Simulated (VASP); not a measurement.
**Be2ZnO3: relaxation of cell and atoms with PBE**

The system is Be2ZnO3.

```
Be Zn O
1.0
     3.58126    0.00000    0.00000
    -1.79063    3.10146    0.00000
     0.00000    0.00000    5.20017
Be Zn O
2 1 3
Direct
  0.66667 0.33333 0.72304
  0.66667 0.33333 0.27696
  0.66667 0.33333 0.00000
  0.00000 0.00000 0.71367
  0.00000 0.00000 0.28633
  0.66667 0.33333 0.50000
```

The cell was built by a generator and needn't be a form met in nature.

| Property | Result |
| --- | --- |
| Program | VASP 6.6.1 |
| Task | relaxation of cell and atoms |
| Functional | PBE |
| Potentials or basis | VASP PAW PBE potentials, release 64 (Be, Zn, O) |
| Cutoff | 520 eV |
| k mesh | 5 × 5 × 3 |
| Occupations | gaussian, width 0.15 eV |
| Spin | no spin polarisation |
| Further INCAR settings | PREC = Normal; ALGO = Fast; EDIFF = 0.0001; IBRION = 2; EDIFFG = -0.08; NSW = 24; ISIF = 3 |

* Relaxed volume: 8.47 Å³/atom
* Relaxed cell: a = 2.839 Å, b = 2.839 Å, c = 7.279 Å, α = 90.00°, β = 90.00°, γ = 120.00°
* Space group after relaxing (to 0.05 Å): P-6m2 (No. 187)
* Energy gained by relaxing: 3491.9 meV/atom
* Ionic steps: 22
* Pressure after relaxing: -0.1 GPa
* Largest force after relaxing: 0.048 eV/Å
* Band gap on the k mesh: none (metal or under the smearing width)

Forces on the atoms (eV/Å):
```
Be   0.000  0.000  0.048
Be   0.000  0.000 -0.048
Zn   0.000  0.000  0.000
O    0.000  0.000 -0.039
O    0.000  0.000  0.039
O    0.000  0.000  0.000
```

Stress tensor (GPa, compression positive):
```
-0.35  0.00  0.00
 0.00 -0.35  0.00
 0.00  0.00  0.26
```

Step by step:
| step | energy change (eV) | largest force (eV/Å) | pressure (GPa) | volume (Å³) |
| --- | --- | --- | --- | --- |
| 1 | 0.0000 | 4.3376 | 81.12 | 57.76 |
| 2 | -8.0032 | 2.3697 | -59.29 | 94.90 |
| 3 | -15.6597 | 1.9722 | -24.24 | 78.56 |
| 4 | -15.7143 | 2.1154 | -20.79 | 77.37 |
| 5 | -15.7141 | 2.1865 | -19.46 | 76.85 |
| 6 | -18.3654 | 2.8489 | -14.56 | 63.81 |
| 7 | 126.0651 | 10.5499 | 328.94 | 31.58 |
| 8 | -16.3494 | 2.6233 | -7.14 | 58.97 |
| 9 | -19.6963 | 3.8613 | 8.48 | 50.82 |
| 10 | -19.8688 | 2.0887 | -3.23 | 47.09 |
| 11 | -20.4360 | 0.9399 | -1.47 | 48.74 |
| 12 | -20.4904 | 1.2846 | -0.25 | 49.27 |
| 13 | -20.4929 | 1.3658 | 0.02 | 49.41 |
| 14 | -20.6512 | 1.1102 | 1.20 | 49.09 |
| 15 | -20.8546 | 0.9145 | 9.47 | 48.13 |
| 16 | -20.8623 | 0.8073 | 6.14 | 48.37 |
| 17 | -20.8655 | 0.8373 | 7.43 | 48.28 |
| 18 | -20.9300 | 0.7234 | 1.18 | 50.72 |
| 19 | -20.9414 | 0.2603 | 3.38 | 50.02 |
| 20 | -20.9356 | 0.4656 | -3.65 | 51.38 |
| 21 | -20.9487 | 0.1382 | 0.05 | 50.58 |
| 22 | -20.9514 | 0.0477 | -0.15 | 50.81 |

Final structure:
```
CELL_PARAMETERS angstrom
2.83917 0.00000 0.00000
-1.41958 2.45879 0.00000
0.00000 0.00000 7.27853
ATOMIC_POSITIONS crystal
Be 0.66667 0.33333 0.69036
Be 0.66667 0.33333 0.30964
Zn 0.66667 0.33333 0.00000
O 0.00000 0.00000 0.80858
O 0.00000 0.00000 0.19142
O 0.66667 0.33333 0.50000
```

Levels at points of the mesh, in eV from the Fermi level:
| k point | band 15 | band 16 | band 17 | band 18 | band 19 | band 20 |
| --- | --- | --- | --- | --- | --- | --- |
| (0.00, 0.00, 0.00) | -3.53 | -0.19 | -0.08 | -0.08 | 3.29 | 7.32 |

Wall time 84 s on 1 thread of Intel(R) Xeon(R) 6975P-C (Granite Rapids), on a shared host, peak memory 0.15 GiB.

Caveat: the k mesh is coarse (spacing up to 0.41 Å⁻¹), so the values aren't converged; the relaxation stopped at a loose force limit of 0.08 eV/Å, so its end isn't a converged minimum.
